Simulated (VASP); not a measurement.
All values below come from rev-vdW-DF2, VASP's PBE PAW potentials (set 64) (plane waves; VASP).

Input for VASP

### INCAR
```
LMAXMIX=4
AGGAC=0.0
ENCUT=520   # plane-wave cut-off (eV)
SIGMA=0.1   # width (eV)
PARAM1=0.1234568
LASPH=.True.   # aspherical one-centre terms
LCHARG=.False.
LUSE_VDW=.True.
LREAL=.False.
ISIF=2
GGA=MK
ALGO=Normal
PARAM2=0.7114
EDIFF=1E-7   # SCF stop (eV)
SYSTEM=Mo
PREC=Accurate
NELM=100   # most electronic steps
LWAVE=.False.
ISMEAR=1
ZAB_VDW=-1.8867
```

KPOINTS:
```
Automatic mesh
0
Gamma
16 16 16
0 0 0
```

POSCAR:
```
Mo
1
   -1.5590898213     1.5590898213     1.5590898213
    1.5590898213    -1.5590898213     1.5590898213
    1.5590898213     1.5590898213    -1.5590898213
Mo
1
Direct
  0.0000000000   0.0000000000   0.0000000000
```

POTCAR, in this order: Mo_sv (PBE.64 set). Program: vasp_std.

Output of the run:

### OSZICAR
```
       N       E                     dE             d eps       ncg     rms          rms(c)
DAV:   1     0.910129755278E+02    0.91013E+02   -0.82647E+03  3214   0.130E+03
DAV:   2    -0.771649415996E+01   -0.98729E+02   -0.95353E+02  3469   0.338E+02
DAV:   3    -0.900498671686E+01   -0.12885E+01   -0.12779E+01  3675   0.388E+01
DAV:   4    -0.900892550782E+01   -0.39388E-02   -0.39375E-02  3486   0.236E+00
DAV:   5    -0.900894371298E+01   -0.18205E-04   -0.18205E-04  3724   0.166E-01    0.159E+01
DAV:   6    -0.846542660505E+01    0.54352E+00   -0.93784E-01  3409   0.118E+01    0.461E+00
DAV:   7    -0.838908411074E+01    0.76342E-01   -0.19129E-01  3702   0.495E+00    0.855E-01
DAV:   8    -0.838501046126E+01    0.40736E-02   -0.43998E-03  3307   0.931E-01    0.191E-01
DAV:   9    -0.838507157398E+01   -0.61113E-04   -0.80447E-05  3811   0.122E-01    0.909E-02
DAV:  10    -0.838508377803E+01   -0.12204E-04   -0.14106E-05  3388   0.488E-02    0.647E-03
DAV:  11    -0.838508389554E+01   -0.11751E-06   -0.87165E-08  2658   0.351E-03    0.215E-03
DAV:  12    -0.838508379520E+01    0.10034E-06   -0.17587E-08  1859   0.196E-03    0.232E-04
DAV:  13    -0.838508379711E+01   -0.19097E-08   -0.14779E-09  1727   0.536E-04
   1 F= -.83850838E+01 E0= -.83852080E+01  d E =0.372560E-03
```

**OUTCAR**
```
------------------------ aborting loop because EDIFF is reached ----------------------------------------
  FORCE on cell =-STRESS in cart. coord.  units (eV):
  Direction    XX          YY          ZZ          XY          YZ          ZX
  --------------------------------------------------------------------------------------
  Total        0.7743555      0.7743555      0.7743555     -0.0000000      0.0000000     -0.0000000
  in kB       81.8422563     81.8422563     81.8422563     -0.0000000      0.0000000     -0.0000000
  external PRESSURE =      81.8422563 kB  Pullay stress =       0.0000000 kB
  volume of cell :       15.16
      direct lattice vectors                 reciprocal lattice vectors
    -1.559089821  1.559089821  1.559089821     0.000000000  0.320699932  0.320699932
     1.559089821 -1.559089821  1.559089821     0.320699932  0.000000000  0.320699932
     1.559089821  1.559089821 -1.559089821     0.320699932  0.320699932  0.000000000
 POSITION                                       TOTAL-FORCE (eV/Angst)
 -----------------------------------------------------------------------------------
      0.00000      0.00000      0.00000         0.000000     -0.000000      0.000000
 -----------------------------------------------------------------------------------
    total drift:                                0.000000     -0.000000      0.000000
  FREE ENERGIE OF THE ION-ELECTRON SYSTEM (eV)
  ---------------------------------------------------
  free  energy   TOTEN  =        -8.3850837971 eV

  energy  without entropy=       -8.3854563571  energy(sigma->0) =       -8.38520798
```
(Selected blocks of OUTCAR.)

The compound is Mo in the bcc structure. This cell is one point of a volume scan, at 0.97 of the reference volume.
